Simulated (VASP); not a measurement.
# LaTa: phonons from a supercell, part 2 of 3

Wanted: whether LaTa is dynamically stable, and its vibrational spectrum. The cell is invented: it takes the structure of a Materials Project entry for YZr (space group 187 there), with all of its atoms replaced by other elements, volume scaled by an estimate. It may not be a known or stable phase.

VASP 6.6.1; PBEsol; plane waves and PAW (Ta, La); invented cell.

So far. Step 2 (Relax the host): The run ended after 8 ionic steps, 0.487 eV below its first step, once forces and stress met EDIFFG = -0.02. The relaxed cell has a = 3.121, c = 5.441 Å (conventional setting).

## 3. Tight relaxation

Force constants are second derivatives, so residual forces and stress must first be far smaller than in an ordinary relaxation. Smearing and mesh differ from the relaxation before, which can move the cell too.

Contents of INCAR:

```
SYSTEM = LaTa
PREC = Accurate
ENCUT = 350
EDIFF = 1E-08
NELM = 120
ISMEAR = 1
SIGMA = 0.2
LREAL = .FALSE.
ALGO = Fast
GGA = PS
NBANDS = 14
LORBIT = 11
LWAVE = .FALSE.
LCHARG = .FALSE.
KPAR = 4
IBRION = 1
NSW = 30
ISIF = 3
EDIFFG = -0.002
POTIM = 0.4
```

Contents of POSCAR:

```
LaTa
1.0
    3.1212232250     -0.0000000533      0.0000000000
   -1.5606112062      2.7030587595      0.0000000000
    0.0000000000      0.0000000000      5.4411001379
Ta La
1 1
Direct
    0.3333333300      0.6666666700      0.0000000000
    0.6666666700      0.3333333300      0.5000000000
```

Contents of KPOINTS:

```
Automatic mesh
0
Gamma
12 12 6
0 0 0
```

Potentials, in the order of the species: Ta and La (PBE family, release 64).

Started as:

```sh
mpirun -np 4 vasp_std
```

Log:

```text
[banner, memory and clock lines left out]
running    4 mpi-ranks, on    1 nodes
 distrk:  each k-point on    1 cores,    4 groups
 distr:  one band on    1 cores,    1 groups

 POSCAR found type information on POSCAR TaLa
 POSCAR found :  2 types and       2 ions
 [... a notice as in an earlier step ...]

 LDA part: xc-table for (Slater+PW92), standard interpolation
 POSCAR, INCAR and KPOINTS ok, starting setup
 FFT: planning ... GRIDC
 FFT: planning ... GRID_SOFT
 FFT: planning ... GRID
 WAVECAR not read
 entering main loop
       N       E                     dE             d eps       ncg     rms          rms(c)
DAV:   1     0.994706327332E+02    0.99471E+02   -0.48616E+03  2184   0.119E+03
DAV:   2    -0.846914703347E+01   -0.10794E+03   -0.10303E+03  2576   0.213E+02
DAV:   3    -0.193238775470E+02   -0.10855E+02   -0.10167E+02  3376   0.823E+01
DAV:   4    -0.202300238939E+02   -0.90615E+00   -0.79022E+00  3922   0.171E+01
DAV:   5    -0.203041845629E+02   -0.74161E-01   -0.72302E-01  3538   0.475E+00    0.121E+01
RMM:   6    -0.161908689814E+02    0.41133E+01   -0.22554E+01  2461   0.657E+01    0.702E+00
RMM:   7    -0.179659883387E+02   -0.17751E+01   -0.22409E+01  2808   0.176E+01    0.365E+00
RMM:   8    -0.167887278443E+02    0.11773E+01   -0.38807E+00  2749   0.162E+01    0.359E+00
RMM:   9    -0.166296719525E+02    0.15906E+00   -0.59998E-01  2777   0.575E+00    0.826E-01
RMM:  10    -0.166457597596E+02   -0.16088E-01   -0.40731E-01  2797   0.481E+00    0.659E-01
RMM:  11    -0.166580989459E+02   -0.12339E-01   -0.13039E-01  3055   0.141E+00    0.777E-01
RMM:  12    -0.166341645293E+02    0.23934E-01   -0.30265E-02  2854   0.117E+00    0.478E-01
RMM:  13    -0.167027568045E+02   -0.68592E-01   -0.10542E-01  2884   0.224E+00    0.122E+00
RMM:  14    -0.166698090133E+02    0.32948E-01   -0.20445E-02  2861   0.996E-01    0.113E+00
RMM:  15    -0.166704481062E+02   -0.63909E-03   -0.10035E-02  3029   0.399E-01    0.120E+00
RMM:  16    -0.166814134311E+02   -0.10965E-01   -0.79685E-03  3008   0.400E-01    0.134E+00
RMM:  17    -0.167006661601E+02   -0.19253E-01   -0.10213E-02  2982   0.504E-01    0.156E+00
RMM:  18    -0.167093048623E+02   -0.86387E-02   -0.70874E-03  3030   0.322E-01    0.166E+00
RMM:  19    -0.166659708001E+02    0.43334E-01   -0.14680E-02  3087   0.803E-01    0.121E+00
RMM:  20    -0.166458789656E+02    0.20092E-01   -0.16477E-02  3120   0.703E-01    0.839E-01
RMM:  21    -0.166364871304E+02    0.93918E-02   -0.11807E-02  3123   0.570E-01    0.545E-01
RMM:  22    -0.166318724942E+02    0.46146E-02   -0.65743E-03  3107   0.434E-01    0.352E-01
RMM:  23    -0.166297572519E+02    0.21152E-02   -0.42400E-03  3113   0.323E-01    0.205E-01
RMM:  24    -0.166286423712E+02    0.11149E-02   -0.47407E-03  3112   0.370E-01    0.619E-02
RMM:  25    -0.166287428040E+02   -0.10043E-03   -0.28289E-03  3048   0.235E-01    0.347E-02
RMM:  26    -0.166288294048E+02   -0.86601E-04   -0.83973E-04  3081   0.126E-01    0.240E-02
RMM:  27    -0.166288501747E+02   -0.20770E-04   -0.40710E-04  3083   0.737E-02    0.163E-02
RMM:  28    -0.166288715928E+02   -0.21418E-04   -0.22123E-04  3028   0.500E-02    0.196E-02
RMM:  29    -0.166288946929E+02   -0.23100E-04   -0.16452E-04  2855   0.431E-02    0.253E-02
RMM:  30    -0.166289032100E+02   -0.85171E-05   -0.87555E-05  2718   0.331E-02    0.280E-02
[...]
RMM:  37    -0.166289209464E+02    0.10107E-04   -0.11553E-05  3061   0.183E-02    0.330E-02
RMM:  38    -0.166289098977E+02    0.11049E-04   -0.15074E-05  3125   0.237E-02    0.242E-02
RMM:  39    -0.166288982942E+02    0.11603E-04   -0.20923E-05  3136   0.300E-02    0.128E-02
RMM:  40    -0.166288967406E+02    0.15536E-05   -0.99985E-06  3042   0.163E-02    0.876E-03
RMM:  41    -0.166288969578E+02   -0.21725E-06   -0.34096E-06  2581   0.825E-03    0.843E-03
RMM:  42    -0.166288972662E+02   -0.30834E-06   -0.23499E-06  2333   0.556E-03    0.844E-03
RMM:  43    -0.166288965957E+02    0.67052E-06   -0.30888E-06  3084   0.111E-02    0.490E-03
RMM:  44    -0.166288966805E+02   -0.84846E-07   -0.28943E-06  2941   0.920E-03    0.323E-03
RMM:  45    -0.166288969507E+02   -0.27020E-06   -0.12928E-06  2747   0.649E-03    0.351E-03
RMM:  46    -0.166288971670E+02   -0.21628E-06   -0.82829E-07  2414   0.447E-03    0.428E-03
RMM:  47    -0.166288970908E+02    0.76186E-07   -0.17994E-07  2064   0.321E-03    0.387E-03
RMM:  48    -0.166288970246E+02    0.66202E-07    0.46309E-08  1973   0.304E-03    0.332E-03
WARNING in EDDRMM: call to ZHEGV failed, returncode =   8  4      1
WARNING in EDDRMM: call to ZHEGV failed, returncode =   8  4      1
RMM:  49    -0.166288969644E+02    0.60232E-07    0.19564E-07  2053   0.314E-03    0.282E-03
 num prob RMM:  50    -0.166288969250E+02    0.39316E-07    0.51476E-07  1793   0.231E-03    0.280E-03
RMM:  51    -0.166288968298E+02    0.95247E-07    0.58609E-07  1858   0.212E-03    0.295E-03
 num prob RMM:  52    -0.166288967309E+02    0.98937E-07    0.75718E-07  1797   0.187E-03    0.261E-03
RMM:  53    -0.166288965653E+02    0.16556E-06    0.46523E-07  2552   0.440E-03    0.135E-03
RMM:  54    -0.166288964376E+02    0.12774E-06    0.67097E-07  2469   0.346E-03    0.521E-04
 num prob RMM:  55    -0.166288958581E+02    0.57945E-06    0.42378E-06  2025   0.225E-03    0.354E-04
RMM:  56    -0.166288958298E+02    0.28278E-07    0.11677E-07  1865   0.208E-03    0.328E-04
 num prob  num prob WARNING in EDDRMM: call to ZHEGV failed, returncode =   8  4      1
RMM:  57    -0.166288958366E+02   -0.67912E-08   -0.14917E-08  1725   0.196E-03
   1 F= -.16628896E+02 E0= -.16629582E+02  d E =-.166289E+02
 BRION: g(F)=  0.434E-43 g(S)=  0.667E-02
 bond charge predicted
       N       E                     dE             d eps       ncg     rms          rms(c)
DAV:   1    -0.166538539953E+02   -0.24958E-01   -0.75256E-01  3828   0.147E+01    0.835E-01
RMM:   2    -0.166377410274E+02    0.16113E-01   -0.34562E-02  2564   0.315E+00    0.414E-01
RMM:   3    -0.166337652025E+02    0.39758E-02   -0.19745E-02  2710   0.149E+00    0.230E-01
RMM:   4    -0.166320780150E+02    0.16872E-02   -0.93183E-03  2869   0.938E-01    0.681E-02
RMM:   5    -0.166322417609E+02   -0.16375E-03   -0.19426E-03  3026   0.301E-01    0.474E-02
RMM:   6    -0.166323143092E+02   -0.72548E-04   -0.62373E-04  3146   0.136E-01    0.216E-02
RMM:   7    -0.166323464026E+02   -0.32093E-04   -0.26206E-04  3236   0.838E-02    0.182E-02
RMM:   8    -0.166323718254E+02   -0.25423E-04   -0.21266E-04  3059   0.864E-02    0.638E-03
RMM:   9    -0.166323822584E+02   -0.10433E-04   -0.10334E-04  3206   0.503E-02    0.474E-03
RMM:  10    -0.166323904952E+02   -0.82367E-05   -0.81879E-05  3209   0.368E-02    0.775E-03
RMM:  11    -0.166323951483E+02   -0.46531E-05   -0.48935E-05  3128   0.317E-02    0.124E-02
RMM:  12    -0.166323991741E+02   -0.40258E-05   -0.39656E-05  3048   0.245E-02    0.136E-02
RMM:  13    -0.166324020960E+02   -0.29219E-05   -0.26197E-05  2945   0.224E-02    0.128E-02
RMM:  14    -0.166324033711E+02   -0.12752E-05   -0.20087E-05  3019   0.218E-02    0.188E-02
RMM:  15    -0.166324046140E+02   -0.12429E-05   -0.14131E-05  2947   0.158E-02    0.203E-02
RMM:  16    -0.166324054407E+02   -0.82668E-06   -0.10313E-05  2827   0.137E-02    0.219E-02
 num prob  num prob RMM:  17    -0.166324060647E+02   -0.62402E-06   -0.76450E-06  2742   0.115E-02    0.227E-02
RMM:  18    -0.166324089462E+02   -0.28815E-05   -0.10390E-05  2988   0.213E-02    0.147E-02
RMM:  19    -0.166324102643E+02   -0.13181E-05   -0.71046E-06  3082   0.170E-02    0.108E-02
RMM:  20    -0.166324105413E+02   -0.27700E-06   -0.40687E-06  2879   0.979E-03    0.133E-02
 num prob RMM:  21    -0.166324108922E+02   -0.35085E-06   -0.30912E-06  2636   0.759E-03    0.137E-02
 num prob RMM:  22    -0.166324111369E+02   -0.24473E-06   -0.22183E-06  2439   0.643E-03    0.140E-02
 num prob  num prob RMM:  23    -0.166324113289E+02   -0.19203E-06   -0.17294E-06  2375   0.552E-03    0.143E-02
RMM:  24    -0.166324113820E+02   -0.53101E-07   -0.12404E-06  2350   0.497E-03    0.152E-02
RMM:  25    -0.166324116047E+02   -0.22271E-06   -0.11070E-06  2456   0.528E-03    0.139E-02
WARNING in EDDRMM: call to ZHEGV failed, returncode =   8  4      1
RMM:  26    -0.166324118407E+02   -0.23602E-06   -0.96011E-07  2656   0.497E-03    0.134E-02
 num prob RMM:  27    -0.166324119136E+02   -0.72889E-07   -0.60727E-07  2261   0.373E-03    0.136E-02
 num prob  num prob  num prob  num prob  num prob  num prob  num prob  num prob  num prob RMM:  28    -0.166324119745E+02   -0.60864E-07   -0.48515E-07  2098   0.321E-03    0.138E-02
 num prob  num prob RMM:  29    -0.166324120849E+02   -0.11044E-06   -0.37744E-07  2142   0.310E-03    0.136E-02
WARNING in EDDRMM: call to ZHEGV failed, returncode =   8  4      1
WARNING in EDDRMM: call to ZHEGV failed, returncode =   8  4      1
RMM:  30    -0.166324123517E+02   -0.26672E-06   -0.41848E-07  2449   0.371E-03    0.128E-02
RMM:  31    -0.166324127347E+02   -0.38301E-06   -0.61550E-07  2862   0.555E-03    0.107E-02
WARNING in EDDRMM: call to ZHEGV failed, returncode =   8  4      5
RMM:  32    -0.166324129479E+02   -0.21321E-06   -0.43455E-07  2791   0.486E-03    0.947E-03
RMM:  33    -0.166324131233E+02   -0.17542E-06   -0.32489E-07  2658   0.383E-03    0.860E-03
RMM:  34    -0.166324133024E+02   -0.17911E-06   -0.34656E-07  2739   0.460E-03    0.731E-03
RMM:  35    -0.166324134197E+02   -0.11725E-06   -0.22749E-07  2575   0.352E-03    0.663E-03
RMM:  36    -0.166324135755E+02   -0.15589E-06   -0.37920E-07  2880   0.508E-03    0.494E-03
WARNING in EDDRMM: call to ZHEGV failed, returncode =   8  4      1
WARNING in EDDRMM: call to ZHEGV failed, returncode =   8  4      1
WARNING in EDDRMM: call to ZHEGV failed, returncode =   8  4      1
RMM:  37    -0.166324136700E+02   -0.94489E-07   -0.23873E-07  2559   0.392E-03    0.407E-03
RMM:  38    -0.166324137469E+02   -0.76834E-07   -0.25233E-07  2565   0.379E-03    0.302E-03
RMM:  39    -0.166324137953E+02   -0.48472E-07   -0.14205E-07  2392   0.300E-03    0.258E-03
RMM:  40    -0.166324138270E+02   -0.31668E-07   -0.12892E-07  2178   0.294E-03    0.207E-03
 num prob RMM:  41    -0.166324138488E+02   -0.21773E-07   -0.82827E-08  1924   0.254E-03    0.194E-03
RMM:  42    -0.166324138628E+02   -0.14058E-07   -0.79670E-08  1859   0.257E-03    0.162E-03
RMM:  43    -0.166324138689E+02   -0.60656E-08   -0.71083E-08  1933   0.269E-03
   2 F= -.16632414E+02 E0= -.16633006E+02  d E =-.351803E-02
[...]
WARNING in EDDRMM: call to ZHEGV failed, returncode =   8  4      4
[...]
WARNING in EDDRMM: call to ZHEGV failed, returncode =   8  4      1
[...]
WARNING in EDDRMM: call to ZHEGV failed, returncode =   8  4      1
[...]
3 F= -.16632925E+02 E0= -.16633527E+02  d E =-.511066E-03
 BRION: g(F)=  0.138E-43 g(S)=  0.159E-03 retain N=  2 mean eig= 1.06
 eig:   1.056  1.056
 bond charge predicted
       N       E                     dE             d eps       ncg     rms          rms(c)
DAV:   1    -0.166343645210E+02   -0.14396E-02   -0.37866E-02  3416   0.373E+00    0.175E-01
RMM:   2    -0.166342866055E+02    0.77915E-04   -0.43215E-03  2715   0.714E-01    0.155E-01
RMM:   3    -0.166330958189E+02    0.11908E-02   -0.85066E-04  2646   0.347E-01    0.449E-02
RMM:   4    -0.166330333048E+02    0.62514E-04   -0.54357E-04  2757   0.208E-01    0.173E-02
RMM:   5    -0.166330376194E+02   -0.43146E-05   -0.97052E-05  3012   0.660E-02    0.122E-02
RMM:   6    -0.166330391893E+02   -0.15698E-05   -0.19397E-05  2997   0.329E-02    0.550E-03
RMM:   7    -0.166330402280E+02   -0.10387E-05   -0.63115E-06  3156   0.140E-02    0.156E-03
RMM:   8    -0.166330404912E+02   -0.26327E-06   -0.37767E-06  3024   0.110E-02    0.121E-03
RMM:   9    -0.166330406900E+02   -0.19880E-06   -0.19895E-06  2886   0.655E-03    0.799E-04
RMM:  10    -0.166330408546E+02   -0.16462E-06   -0.14217E-06  2637   0.586E-03    0.252E-04
RMM:  11    -0.166330409407E+02   -0.86023E-07   -0.78381E-07  2394   0.474E-03    0.350E-04
WARNING in EDDRMM: call to ZHEGV failed, returncode =   6  3      5
 num prob RMM:  12    -0.166330410092E+02   -0.68581E-07   -0.64976E-07  2300   0.408E-03    0.592E-04
RMM:  13    -0.166330410545E+02   -0.45282E-07   -0.41590E-07  2234   0.350E-03    0.667E-04
WARNING in EDDRMM: call to ZHEGV failed, returncode =   8  4      9
RMM:  14    -0.166330410920E+02   -0.37505E-07   -0.34218E-07  2161   0.314E-03    0.801E-04
 num prob  num prob RMM:  15    -0.166330411185E+02   -0.26475E-07   -0.22918E-07  2118   0.284E-03    0.824E-04
 num prob  num prob RMM:  16    -0.166330411383E+02   -0.19776E-07   -0.18339E-07  2093   0.261E-03    0.767E-04
 num prob  num prob  num prob RMM:  17    -0.166330411523E+02   -0.13980E-07   -0.11894E-07  2053   0.248E-03    0.706E-04
 num prob RMM:  18    -0.166330411649E+02   -0.12624E-07   -0.10286E-07  2007   0.239E-03    0.607E-04
RMM:  19    -0.166330411704E+02   -0.55163E-08   -0.85316E-08  2002   0.261E-03
   4 F= -.16633041E+02 E0= -.16633608E+02  d E =-.116236E-03
 BRION: g(F)=  0.789E-43 g(S)=  0.433E-06 retain N=  2 mean eig= 1.47
 eig:   1.039  1.896
 reached required accuracy - stopping structural energy minimisation
```

Elapsed: 53 s, on 4 MPI ranks of Intel Xeon Platinum 8488C (Sapphire Rapids), shared host; peak memory 0.68 GiB.

OUTCAR, selected parts (step 3):

```text
  LATTYP: Found a hexagonal cell.
 ALAT       =     3.1212232250
 C/A-ratio  =     1.7432588910

The static configuration has the point symmetry D_3h.

 Found     76 irreducible k-points:

   k-points           NKPTS =     76   k-points in BZ     NKDIM =     76   number of bands    NBANDS=     14

   dimension x,y,z NGX =    20 NGY =   20 NGZ =   36
   dimension x,y,z NGXF=    40 NGYF=   40 NGZF=   72

   ENCUT  =  350.0 eV  25.72 Ry    5.07 a.u.   4.76  4.76  8.30*2*pi/ulx,y,z

   NELECT =      16.0000    total number of electrons

 E-fermi :   8.9020

 k-point     1 :       0.0000    0.0000    0.0000
  band No.  band energies     occupation
    ...
      2      -7.4532      2.00000
      3      -4.8332      2.00000
      4      -4.8332      2.00000
      5       2.6363      2.00000
      6       7.0574      2.00000
      7       9.1161     -0.06200
      8       9.5229     -0.00010
      9       9.5229     -0.00010
     10      10.5616     -0.00000
     11      11.0438     -0.00000
    ...

 k-point     2 :       0.0833    0.0000    0.0000
  band No.  band energies     occupation
    ...
      2      -7.3990      2.00000
      3      -5.2222      2.00000
      4      -4.9161      2.00000
      5       2.8624      2.00000
      6       7.3120      2.00000
      7       9.0602      0.02441
      8       9.5296     -0.00008
      9       9.7162     -0.00000
     10      10.1972     -0.00000
     11      10.4789     -0.00000
    ...

  Total        0.0029433      0.0029433      0.0022566      0.0000000     -0.0000000      0.0000000
  in kB        0.1036389      0.1036390      0.0794577      0.0000000     -0.0000000      0.0000000
  external PRESSURE =       0.0955785 kB  Pullay stress =       0.0000000 kB

  energy-cutoff  :      350.00
  volume of cell :       45.50
      direct lattice vectors                 reciprocal lattice vectors
     3.094376568 -0.000000056  0.000000000     0.323166877  0.186580424  0.000000000
    -1.547187884  2.679808871  0.000000000     0.000000007  0.373160945  0.000000000
    -0.000000000 -0.000000000  5.487114721    -0.000000000 -0.000000000  0.182245142

 POSITION                                       TOTAL-FORCE (eV/Angst)
 -----------------------------------------------------------------------------------
      0.00000      1.78654      0.00000         0.000000     -0.000000     -0.000000
      1.54719      0.89327      2.74356        -0.000000      0.000000      0.000000
 -----------------------------------------------------------------------------------
    total drift:                               -0.000018      0.000010      0.000000

  FREE ENERGIE OF THE ION-ELECTRON SYSTEM (eV)
  ---------------------------------------------------
  free  energy   TOTEN  =       -16.6330411704 eV

  energy  without entropy=      -16.6347406761  energy(sigma->0) =      -16.63360767

 total charge
# of ion       s       p       d       f       tot
--------------------------------------------------
    1        0.680   0.511   3.053   0.000   4.244
    2        2.086   5.488   1.274   0.242   9.089
--------------------------------------------------
tot          2.766   5.999   4.327   0.242  13.333

[... 2 parts as in an earlier step ...]

[... 7 further parts left out ...]
```

Relaxation path:

| step | energy less that of the first step (eV) | largest force (eV/Å) | pressure (GPa) | volume (Å³) |
| --- | --- | --- | --- | --- |
| 1 | 0.0000 | 0.0000 | -0.75 | 45.91 |
| 2 | -0.0035 | 0.0000 | 0.36 | 45.33 |
| 3 | -0.0040 | 0.0000 | -0.07 | 45.54 |
| 4 | -0.0041 | 0.0000 | 0.01 | 45.50 |

| conventional cell, symmetrised | before | after | change |
| --- | --- | --- | --- |
| a (Å) | 3.121 | 3.094 | -0.9 % |
| b (Å) | 3.121 | 3.094 | -0.9 % |
| c (Å) | 5.441 | 5.487 | +0.8 % |
| volume (Å³/atom) | 22.95 | 22.75 | -0.9 % |

The relaxed structure:

```cif
data_structure
_symmetry_space_group_name_H-M 'P 1'
_symmetry_Int_Tables_number 1
_cell_length_a 3.0944
_cell_length_b 3.0944
_cell_length_c 5.4871
_cell_angle_alpha 90.000
_cell_angle_beta 90.000
_cell_angle_gamma 120.000
_cell_volume 45.50
loop_
_atom_site_label
_atom_site_type_symbol
_atom_site_fract_x
_atom_site_fract_y
_atom_site_fract_z
_atom_site_occupancy
Ta1 Ta 0.33333 0.66667 0.00000 1
La2 La 0.66667 0.33333 0.50000 1
```

Numbers from this step:

```yaml
electronic_cycles: 145
free_energy_toten: -16.63 eV
energy_at_zero_smearing: -16.63 eV
fermi_energy: 8.902 eV
pressure: 0.009558 GPa
```

The run ended after 4 ionic steps, 0.004 eV below its first step, once forces and stress met EDIFFG = -0.002.

(Continued in part 3 of 3.)

[Lines on the potential files, build, host, timing and source positions are cut from VASP's logs without a mark.]

[Logs are printed without paths, hosts, clocks, repeated set-up lines and the standing remarks that a program may print on its own settings, such as how far it seeks lower states.]

[Hosts, paths, dates, database ids (printed as entryN), source tags and the programs' standing remarks are cut or masked in the printed files.]

[Runs that stopped without an error message from VASP are left out.]
